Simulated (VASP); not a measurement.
Wanted: the native input for a VASP 6.6.1 run.

| Item | Value |
| --- | --- |
| Task | single point |
| Functional | PBE |
| Dispersion | D3(BJ) |
| Potentials or basis | VASP PAW PBE potentials, release 64 (Be, Si) |
| Cutoff | 520 eV |
| k mesh | 12 × 12 × 1 |
| Occupations | gaussian, width 0.1 eV |
| Spin | no spin polarisation |
| Dipole correction | yes |
| Further INCAR settings | ALGO = Normal; EDIFF = 1e-07; NBANDS = 17 |

The structure of Be2Si lies in POSCAR:

```
Be2Si
1.0
    3.6151144725      0.0000000000      0.0000000000
   -1.8075572362      3.1307809707      0.0000000000
    0.0000000000      0.0000000000     33.1038804800
Be Si
4 2
Direct
    0.0000000000      0.0000000000      0.2678962326
    0.3333333333      0.6666666667      0.2485947993
    0.6666666667      0.3333333333      0.3060546071
    0.3333333333      0.6666666667      0.3253560404
    0.6666666667      0.3333333333      0.2309771405
    0.0000000000      0.0000000000      0.3429736992
```

The cell was built by a generator and needn't be a form met in nature.

These files were run (other wordings do the same):

INCAR

```
PREC     = Accurate       # precision mode
ENCUT    = 520            # plane-wave cutoff, eV
EDIFF    = 1E-7           # SCF threshold, eV
ISMEAR   = 0              # smearing method
SIGMA    = 0.1            # smearing width, eV
LREAL    = False          # projectors in reciprocal space
LASPH    = True           # aspherical terms in the spheres
NELM     = 100            # most SCF steps
ALGO     = Normal         # electronic algorithm
ISIF     = 2              # what is computed and relaxed
LWAVE    = False          # write WAVECAR
LCHARG   = True           # write CHGCAR
LDIPOL   = True         
IDIPOL   = 3            
DIPOL    = 0.5 0.5 0.287
GGA      = PE             # functional
IVDW     = 12             # dispersion correction
LELF     = True           # ELF
LVHAR    = True         
LVACPOTAV= True         
NBANDS   = 17             # bands
```

KPOINTS

```
Automatic mesh
0
Gamma
  12 12 1
```

Potentials or basis: VASP PAW PBE potentials, release 64 (Be, Si).

Command:

```sh
$ cat potpaw_PBE.64/Be/POTCAR potpaw_PBE.64/Si/POTCAR > POTCAR
$ mpirun -np 1 vasp_std > vasp.out
```

It gave:

| Quantity | Value |
| --- | --- |
| Largest force | 0.163 eV/Å |
| Band gap on the k mesh | none (metal or under the smearing width) |
| Dispersion energy per atom | -0.239 eV |
| Work function of the upper face | 4.82 eV |
| Work function of the lower face | 4.82 eV |

Run time: 6.3 min on 1 thread of Intel(R) Xeon(R) Platinum 8375C CPU @ 2.90GHz (Ice Lake) (shared host), peak memory 0.49 GiB.
